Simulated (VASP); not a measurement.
Consider the following.

```xyz
4
Lattice="3.9024 0.0000 0.0000 0.0000 3.9024 0.0000 0.0000 0.0000 3.9024" Properties=species:S:1:pos:R:3 pbc="T T T"
Ti     0.0000     0.0000     0.0000
Pt     0.0000     1.9512     1.9512
Pt     1.9512     0.0000     1.9512
Pt     1.9512     1.9512     0.0000
```

These are PBE GGA with D3 dispersion (Becke-Johnson damping), VASP's PBE PAW potentials (set 64) (plane waves; VASP) values and carry that method's errors. Numerical set-up: 520 eV cut-off, Gaussian smearing of 0.050 eV, potentials Ti_sv Pt.

Give the energies of bands 11 to 24 at the high-symmetry points, in eV from the Fermi level.

| band | Γ | X | M | R |
|---|---|---|---|---|
| 11 | -6.75 | -5.09 | -4.85 | -4.51 |
| 12 | -3.64 | -4.71 | -4.85 | -3.67 |
| 13 | -3.64 | -4.40 | -4.39 | -3.67 |
| 14 | -3.64 | -4.40 | -4.39 | -3.67 |
| 15 | -1.71 | -3.60 | -4.15 | -3.07 |
| 16 | -1.71 | -3.13 | -3.22 | -3.07 |
| 17 | -0.56 | -2.69 | -3.14 | -0.98 |
| 18 | 0.01 | -2.69 | -3.14 | -0.72 |
| 19 | 0.01 | -2.63 | -2.48 | -0.72 |
| 20 | 0.01 | -1.40 | -2.33 | -0.72 |
| 21 | 1.34 | -0.25 | -2.28 | -0.48 |
| 22 | 1.34 | -0.25 | 0.16 | -0.48 |
| 23 | 1.56 | 0.02 | 0.16 | -0.48 |
| 24 | 1.56 | 0.41 | 0.32 | 1.15 |

It has no gap at this level: it comes out as a metal or semimetal.

The compound is Pt3Ti in the L1_2 structure. It was relaxed first.
